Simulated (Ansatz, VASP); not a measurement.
## Cross-check of Al2B3HO8 (Al2B3HO8 (Pnma)) between VASP and Ansatz

Aim: how closely do two programs agree when they are given the same cell, functional and k mesh? The structure shown is the start of the Ansatz relaxation below; VASP solves that cell, so the two are compared at the walk's first step.

Calculated with Ansatz 0.2.0; plane waves, with VASP 6.6.1 beside it; single point at PBEsol.

### 1. The starting structure

The cell holds 56 atoms: 8 Al, 12 B, 4 H and 32 O. Its edges and angles: a = 7.470 Å, b = 10.525 Å, c = 8.812 Å, α = 90.0°, β = 90.0°, γ = 90.0°.

### 2. Ansatz: relaxation, PBEsol

Ansatz runs on its default PAW (the set named soft_2) files.

The two programs are compared at the cell with which this relaxation starts, whose forces are those of its first step.

Input file input.yaml:

```yaml
crystal:
  lattice:
    - [7.4704045, 0.0, 0.0]
    - [0.0, 10.5251425, 0.0]
    - [0.0, 0.0, 8.8124417]
  atoms:
    - { symbol: Al, position: [0.55764673, 0.1152741, 0.43315934] }
    - { symbol: Al, position: [0.05764673, 0.3847259, 0.06684066] }
    - { symbol: Al, position: [0.44235327, 0.6152741, 0.56684066] }
    - { symbol: Al, position: [0.94235327, 0.8847259, 0.93315934] }
    - { symbol: Al, position: [0.44235327, 0.8847259, 0.56684066] }
    - { symbol: Al, position: [0.94235327, 0.6152741, 0.93315934] }
    - { symbol: Al, position: [0.55764673, 0.3847259, 0.43315934] }
    - { symbol: Al, position: [0.05764673, 0.1152741, 0.06684066] }
    - { symbol: B, position: [0.77134934, 0.25, 0.66248485] }
    - { symbol: B, position: [0.27134934, 0.25, 0.83751515] }
    - { symbol: B, position: [0.22865066, 0.75, 0.33751515] }
    - { symbol: B, position: [0.72865066, 0.75, 0.16248485] }
    - { symbol: B, position: [0.74884877, 0.01822535, 0.70121219] }
    - { symbol: B, position: [0.24884877, 0.48177465, 0.79878781] }
    - { symbol: B, position: [0.25115123, 0.51822535, 0.29878781] }
    - { symbol: B, position: [0.75115123, 0.98177465, 0.20121219] }
    - { symbol: B, position: [0.25115123, 0.98177465, 0.29878781] }
    - { symbol: B, position: [0.75115123, 0.51822535, 0.20121219] }
    - { symbol: B, position: [0.74884877, 0.48177465, 0.70121219] }
    - { symbol: B, position: [0.24884877, 0.01822535, 0.79878781] }
    - { symbol: H, position: [0.31950555, 0.25, 0.31370143] }
    - { symbol: H, position: [0.81950555, 0.25, 0.18629857] }
    - { symbol: H, position: [0.68049445, 0.75, 0.68629857] }
    - { symbol: H, position: [0.18049445, 0.75, 0.81370143] }
    - { symbol: O, position: [0.42058809, 0.25, 0.38249984] }
    - { symbol: O, position: [0.92058809, 0.25, 0.11750016] }
    - { symbol: O, position: [0.57941191, 0.75, 0.61750016] }
    - { symbol: O, position: [0.07941191, 0.75, 0.88249984] }
    - { symbol: O, position: [0.67660887, 0.25, 0.52991421] }
    - { symbol: O, position: [0.17660887, 0.25, 0.97008579] }
    - { symbol: O, position: [0.32339113, 0.75, 0.47008579] }
    - { symbol: O, position: [0.82339113, 0.75, 0.02991421] }
    - { symbol: O, position: [0.82042334, 0.13821153, 0.73088128] }
    - { symbol: O, position: [0.32042334, 0.36178847, 0.76911872] }
    - { symbol: O, position: [0.17957666, 0.63821153, 0.26911872] }
    - { symbol: O, position: [0.67957666, 0.86178847, 0.23088128] }
    - { symbol: O, position: [0.17957666, 0.86178847, 0.26911872] }
    - { symbol: O, position: [0.67957666, 0.63821153, 0.23088128] }
    - { symbol: O, position: [0.82042334, 0.36178847, 0.73088128] }
    - { symbol: O, position: [0.32042334, 0.13821153, 0.76911872] }
    - { symbol: O, position: [0.62097652, 0.00666532, 0.58748281] }
    - { symbol: O, position: [0.12097652, 0.49333468, 0.91251719] }
    - { symbol: O, position: [0.37902348, 0.50666532, 0.41251719] }
    - { symbol: O, position: [0.87902348, 0.99333468, 0.08748281] }
    - { symbol: O, position: [0.37902348, 0.99333468, 0.41251719] }
    - { symbol: O, position: [0.87902348, 0.50666532, 0.08748281] }
    - { symbol: O, position: [0.62097652, 0.49333468, 0.58748281] }
    - { symbol: O, position: [0.12097652, 0.00666532, 0.91251719] }
    - { symbol: O, position: [0.70088478, 0.08305218, 0.28111307] }
    - { symbol: O, position: [0.20088478, 0.41694782, 0.21888693] }
    - { symbol: O, position: [0.29911522, 0.58305218, 0.71888693] }
    - { symbol: O, position: [0.79911522, 0.91694782, 0.78111307] }
    - { symbol: O, position: [0.29911522, 0.91694782, 0.71888693] }
    - { symbol: O, position: [0.79911522, 0.58305218, 0.78111307] }
    - { symbol: O, position: [0.70088478, 0.41694782, 0.28111307] }
    - { symbol: O, position: [0.20088478, 0.08305218, 0.21888693] }
basis:
  ecutwfc: 420
  xc_grid: 2
hamiltonian:
  xc: pbesol
kpoints:
  mp_grid: { grid: [4, 3, 3] }
scf:
  occupations: { method: fermi_dirac, width: 0.01 }
  max_iter: 150
output:
  forces: true
  stress: true
relax:
  f_tol: 0.01
  max_steps: 60
  cell: {}
checkpoint:
  write: "../pbesol.run"
  compress: false
  write_wavefunctions: false
  write_every: 100000
```

Command:

```bash
$ ansatz run input.yaml --threads 4 --pin off --max-ram 6594MiB --backend cpu --events-out ev --progress --plain --runs-dir out
```

Numbers of over 12 decimals in the logs are rounded to 6 here.

What it wrote:

```text
Engine: ansatz 0.2.0, x86_64-unknown-linux-gnu
Pseudopotentials: kind: paw
Pseudopotential: Al, paw, valence charge 3, recommended cutoff 420 eV (normal), Al.paw.azcp
Pseudopotential: B, paw, valence charge 3, recommended cutoff 420 eV (normal), B.paw.azcp
Pseudopotential: H, paw, valence charge 1, recommended cutoff 420 eV (normal), H.paw.azcp
Pseudopotential: O, paw, valence charge 6, recommended cutoff 420 eV (normal), O.paw.azcp
Functional definition: PBEsol
  exchange = pbesol_x
  correlation = pbesol_c
Crystal: 56 atoms, lattice volume = 692.896 Å³
Basis set: ecut = 420 eV, 13547 PW (Γ), exchange–correlation on 100×144×120 points (8 copies of the dense FFT grid, shifted against one another)
Bands: 184, of which v1, the nominal top of the filled ones, is band 128 counted from 1 (127 counted from 0)
Symmetry: 8 space group operations
Space group: Pnma (ITA 62), of the structure as read, at distance tolerance 8.8e-5 Å
k-points: 12 of 36
Non-local potential: Al, projectors of the file, l = 0: 2, l = 1: 2, l = 2: 1
Non-local potential: B, projectors of the file, l = 0: 2, l = 1: 2, l = 2: 1
Non-local potential: H, projectors of the file, l = 0: 2, l = 1: 1
Non-local potential: O, projectors of the file, l = 0: 2, l = 1: 2, l = 2: 1
PAW form: soft (Blöchl's): semilocal exchange-correlation on the pseudo side does not see the compensation charge
PAW frozen core: Al, regenerated for the run's functional, and the local potential with it (the file was generated under x = pbe(κ = 0.804, μ = 0.219515), c = pbe(β = 0.066725))
PAW frozen core: B, regenerated for the run's functional, and the local potential with it (the file was generated under x = pbe(κ = 0.804, μ = 0.219515), c = pbe(β = 0.066725))
PAW frozen core: O, regenerated for the run's functional, and the local potential with it (the file was generated under x = pbe(κ = 0.804, μ = 0.219515), c = pbe(β = 0.066725))
PAW one-centre angular grid: Al, 110 points (default); XC on 64 Gauss nodes
PAW one-centre angular grid: B, 110 points (default); XC on 64 Gauss nodes
PAW one-centre angular grid: H, 110 points (default); XC on 64 Gauss nodes
PAW one-centre angular grid: O, 110 points (default); XC on 64 Gauss nodes
Initial density: superposition of atomic densities (neutral atoms: chi_scale 0, normalization atom), corrected by the library's trained network
Initial wavefunctions: pseudopotential atomic-orbital guess
Functional: x = pbesol(κ = 0.804, μ = 0.123457), c = pbesol(β = 0.046)
SCF iter   1: F=—  HF=-24098.789339 eV  |F-HF|=—  |Δ(HF+E_count)|=         —  Δρ=1.01e-2  dr2=5.59e-1  ethr=1.77e-3  ⟨swp⟩=6.9  Hψ=10757  notcnv=0  defer=193
preconditioner: auto → Resta (q_TF=auto, 2.311 Å⁻¹)  ε∞=2.8  [insulator: Δε(μ)=5.585 eV  Ē_g=16.681 eV  σ=0.010 eV  W_gap=1.00  n_scr=148 (ndim 8)  ℏωp=22.6 eV  f_vac=0.242  D(μ)=0.00/eV (n_scr^D=0)  ε∞_Penn≈2.8]
SCF iter   2: F=—  HF=-24098.630898 eV  |F-HF|=—  |Δ(HF+E_count)|=   1.58e-1  Δρ=1.98e-3  dr2=2.70e-2  ethr=2.18e-4  ⟨swp⟩=2.7  Hψ=3796  notcnv=0  defer=588
SCF iter   3: F=—  HF=-24098.630186 eV  |F-HF|=—  |Δ(HF+E_count)|=   7.12e-4  Δρ=9.11e-4  dr2=6.89e-3  ethr=1.05e-5  ⟨swp⟩=2.5  Hψ=2867  notcnv=0  defer=588
SCF iter   4: F=—  HF=-24098.630727 eV  |F-HF|=—  |Δ(HF+E_count)|=   5.41e-4  Δρ=3.00e-4  dr2=5.03e-4  ethr=2.69e-6  ⟨swp⟩=2.2  Hψ=2811  notcnv=0  defer=588
SCF iter   5: F=—  HF=-24098.630808 eV  |F-HF|=—  |Δ(HF+E_count)|=   8.17e-5  Δρ=1.55e-4  dr2=1.43e-4  ethr=1.97e-7  ⟨swp⟩=2.0  Hψ=3222  notcnv=0  defer=588
SCF iter   6: F=—  HF=-24098.630792 eV  |F-HF|=—  |Δ(HF+E_count)|=   1.59e-5  Δρ=3.36e-5  dr2=9.34e-6  ethr=5.60e-8  ⟨swp⟩=2.0  Hψ=2889  notcnv=0  defer=588
SCF iter   7: F=—  HF=-24098.629224 eV  |F-HF|=—  |Δ(HF+E_count)|=   1.57e-3  Δρ=1.93e-5  dr2=2.18e-6  ethr=3.65e-9  ⟨swp⟩=2.1  Hψ=3205  notcnv=0  defer=588
SCF iter   8: F=—  HF=-24098.629224 eV  |F-HF|=—  |Δ(HF+E_count)|=   3.21e-8  Δρ=6.74e-6  dr2=2.74e-7  ethr=8.51e-10  ⟨swp⟩=2.1  Hψ=3061  notcnv=0  defer=588
SCF iter   9: F=-24098.629224 eV  HF=-24098.629224 eV  |F-HF|=2.07e-8  |Δ(HF+E_count)|=   1.35e-7  Δρ=1.55e-6  dr2=1.88e-8  ethr=3.91e-11  ⟨swp⟩=5.0  Hψ=6846  notcnv=0
SCF 1 converged in 9 iterations: F = -24098.629224 eV  dr2 = 1.88e-8
  greatest PAW one-centre occupation: 0.863 electrons in one spin orbital (limit 2), on the O atom at site 39 (counted from 0), in its partial waves of l = 0
relax step   1: F+E_penalty+E_count = -24098.62922396 eV  Δ(F+E_penalty+E_count) = +0.000e0 eV  max|allowed force component| = 4.110e-1 eV/Å  Δτ_max = 0.0000 Å  P = +1.553 GPa  Ω = 692.896 Å³  (9 SCF iters, dr2 threshold 1.00e-7 eV, accepted)
Crystal: 56 atoms, lattice volume = 699.265 Å³
Basis set: ecut = 420 eV, 13691 PW (Γ), exchange–correlation on 100×144×120 points (8 copies of the dense FFT grid, shifted against one another)
Initial density: handed on by an earlier stage of this run
[...]
Harris-Foulkes:  -24098.702054 eV  (|F-HF|=9.35e-10)
Internal energy: -24098.702054 eV  (E = F + TS)
E sigma→0 (E₀):  -24098.702054 eV
Fermi energy:    3.254342 eV
--- Per-component energies (eV) ---
  E_band       = -1595.945798
  E_kinetic    = 6508.699031
  E_local      = -20570.245936  (includes V_loc(G=0)·N_el)
  E_nonlocal   = 1780.232740
  E_hartree    = 7824.257410
  E_xc         = -3060.533181
  E_vxc        = -3720.164768  (∫ρ·V_xc dr)
  E_paw        = -9452.438911  (= ΣΔE_a)
  E_vpaw       = -1243.058984  (= ΣTr[D̂ρ^β])
  E_aug_tail   = 0.077365  (compensation charges beyond the density's cutoff)
  E_ewald      = -7130.209429
  E_core_change = 1.458856  (= ΣΔE_core)
  E_smearing   = -0.000000  (= −TS)
  E_closure    = 0.000000  (closes the sum)
  Σ components = -24098.702054   (vs F -24098.702054, Δ=0.00e0)
--- Forces (eV/Å), atoms counted from 1 ---
  atom   1  Al    -0.00351710     0.00149948     0.00090640
  atom   2  Al    -0.00351710    -0.00149948    -0.00090640
  atom   3  Al     0.00351710     0.00149948    -0.00090640
  atom   4  Al     0.00351710    -0.00149948     0.00090640
  atom   5  Al     0.00351710    -0.00149948    -0.00090640
  atom   6  Al     0.00351710     0.00149948     0.00090640
  atom   7  Al    -0.00351710    -0.00149948     0.00090640
  atom   8  Al    -0.00351710     0.00149948    -0.00090640
  atom   9  B     -0.00215518     0.00000000    -0.00279550
  atom  10  B     -0.00215518     0.00000000     0.00279550
  atom  11  B      0.00215518    -0.00000000     0.00279550
  atom  12  B      0.00215518    -0.00000000    -0.00279550
  atom  13  B      0.00049844    -0.00139016    -0.00044860
  atom  14  B      0.00049844     0.00139016     0.00044860
  atom  15  B     -0.00049844    -0.00139016     0.00044860
  atom  16  B     -0.00049844     0.00139016    -0.00044860
  atom  17  B     -0.00049844     0.00139016     0.00044860
  atom  18  B     -0.00049844    -0.00139016    -0.00044860
  atom  19  B      0.00049844     0.00139016    -0.00044860
  atom  20  B      0.00049844    -0.00139016     0.00044860
  atom  21  H      0.00058924    -0.00000000     0.00019324
  atom  22  H      0.00058924    -0.00000000    -0.00019324
  atom  23  H     -0.00058924     0.00000000    -0.00019324
  atom  24  H     -0.00058924     0.00000000     0.00019324
[...]
atom  49  O      0.00050430    -0.00282688    -0.00145797
  atom  50  O      0.00050430     0.00282688     0.00145797
  atom  51  O     -0.00050430    -0.00282688     0.00145797
  atom  52  O     -0.00050430     0.00282688    -0.00145797
  atom  53  O     -0.00050430     0.00282688     0.00145797
  atom  54  O     -0.00050430    -0.00282688    -0.00145797
  atom  55  O      0.00050430     0.00282688    -0.00145797
  atom  56  O      0.00050430    -0.00282688     0.00145797
  max |Σ_I F_I| component: 1.41e-18 eV/Å
--- Stress (GPa, compression-positive) ---
        0.039017      -0.000000      -0.000000
       -0.000000      -0.003013      -0.000000
       -0.000000      -0.000000      -0.012192
  P = ⅓ Tr σ = 0.0079 GPa (0.079 kbar)
--- Relaxed structure (11 steps of the walk, 10 accepted, 3 SCFs on fresh bases) ---
  F+E_penalty+E_count = -24098.70205383 eV   max|allowed force component| = 5.132e-3 eV/Å   (the final SCF, on the basis selected at the relaxed cell)
  cell:  # Å, volume = 708.9119 Å³
    - [7.633665, 0, 0]
    - [0, 10.535947, 0]
    - [0, 0, 8.814254]
  atoms:
    - { symbol: Al, position: [0.560286, 0.114558, 0.431343] }
    - { symbol: Al, position: [0.060286, 0.385442, 0.068657] }
    - { symbol: Al, position: [0.439714, 0.614558, 0.568657] }
    - { symbol: Al, position: [0.939714, 0.885442, 0.931343] }
    - { symbol: Al, position: [0.439714, 0.885442, 0.568657] }
    - { symbol: Al, position: [0.939714, 0.614558, 0.931343] }
    - { symbol: Al, position: [0.560286, 0.385442, 0.431343] }
    - { symbol: Al, position: [0.060286, 0.114558, 0.068657] }
    - { symbol: B, position: [0.765821, 0.25, 0.663238] }
    - { symbol: B, position: [0.265821, 0.25, 0.836762] }
    - { symbol: B, position: [0.234179, 0.75, 0.336762] }
    - { symbol: B, position: [0.734179, 0.75, 0.163238] }
    - { symbol: B, position: [0.743117, 0.018670, 0.702826] }
    - { symbol: B, position: [0.243117, 0.481330, 0.797174] }
    - { symbol: B, position: [0.256883, 0.518670, 0.297174] }
    - { symbol: B, position: [0.756883, 0.981330, 0.202826] }
    - { symbol: B, position: [0.256883, 0.981330, 0.297174] }
    - { symbol: B, position: [0.756883, 0.518670, 0.202826] }
    - { symbol: B, position: [0.743117, 0.481330, 0.702826] }
    - { symbol: B, position: [0.243117, 0.018670, 0.797174] }
    - { symbol: H, position: [0.326640, 0.25, 0.309312] }
    - { symbol: H, position: [0.826640, 0.25, 0.190688] }
    - { symbol: H, position: [0.673360, 0.75, 0.690688] }
    - { symbol: H, position: [0.173360, 0.75, 0.809312] }
    - { symbol: O, position: [0.427265, 0.25, 0.378433] }
    - { symbol: O, position: [0.927265, 0.25, 0.121567] }
    - { symbol: O, position: [0.572735, 0.75, 0.621567] }
    - { symbol: O, position: [0.072735, 0.75, 0.878433] }
    - { symbol: O, position: [0.676227, 0.25, 0.528872] }
    - { symbol: O, position: [0.176227, 0.25, 0.971128] }
    - { symbol: O, position: [0.323773, 0.75, 0.471128] }
    - { symbol: O, position: [0.823773, 0.75, 0.028872] }
    - { symbol: O, position: [0.813029, 0.138422, 0.732971] }
    - { symbol: O, position: [0.313029, 0.361578, 0.767029] }
    - { symbol: O, position: [0.186971, 0.638422, 0.267029] }
    - { symbol: O, position: [0.686971, 0.861578, 0.232971] }
    - { symbol: O, position: [0.186971, 0.861578, 0.267029] }
    - { symbol: O, position: [0.686971, 0.638422, 0.232971] }
    - { symbol: O, position: [0.813029, 0.361578, 0.732971] }
    - { symbol: O, position: [0.313029, 0.138422, 0.767029] }
    - { symbol: O, position: [0.616117, 0.00711311, 0.589990] }
    - { symbol: O, position: [0.116117, 0.492887, 0.910010] }
    - { symbol: O, position: [0.383883, 0.507113, 0.410010] }
    - { symbol: O, position: [0.883883, 0.992887, 0.089990] }
    - { symbol: O, position: [0.383883, 0.992887, 0.410010] }
    - { symbol: O, position: [0.883883, 0.507113, 0.089990] }
    - { symbol: O, position: [0.616117, 0.492887, 0.589990] }
    - { symbol: O, position: [0.116117, 0.00711311, 0.910010] }
    - { symbol: O, position: [0.706021, 0.083277, 0.281660] }
    - { symbol: O, position: [0.206021, 0.416723, 0.218340] }
    - { symbol: O, position: [0.293979, 0.583277, 0.718340] }
    - { symbol: O, position: [0.793979, 0.916723, 0.781660] }
    - { symbol: O, position: [0.293979, 0.916723, 0.718340] }
    - { symbol: O, position: [0.793979, 0.583277, 0.781660] }
    - { symbol: O, position: [0.706021, 0.416723, 0.281660] }
    - { symbol: O, position: [0.206021, 0.083277, 0.218340] }
```

Reading the cycles: dr2 is the Hartree energy of the density residual (eV), the measure of convergence; HF is the Harris–Foulkes estimate of the energy, which meets the free energy F at convergence.

(Continued in part 2 of 2.)

[Lines on the potential files, build, host, timing and source positions are cut from VASP's logs without a mark.]

[Logs are printed without paths, hosts, clocks, repeated set-up lines and the standing remarks that a program may print on its own settings, such as how far it seeks lower states.]

[Hosts, paths, dates, database ids (printed as entryN), source tags and the programs' standing remarks are cut or masked in the printed files.]
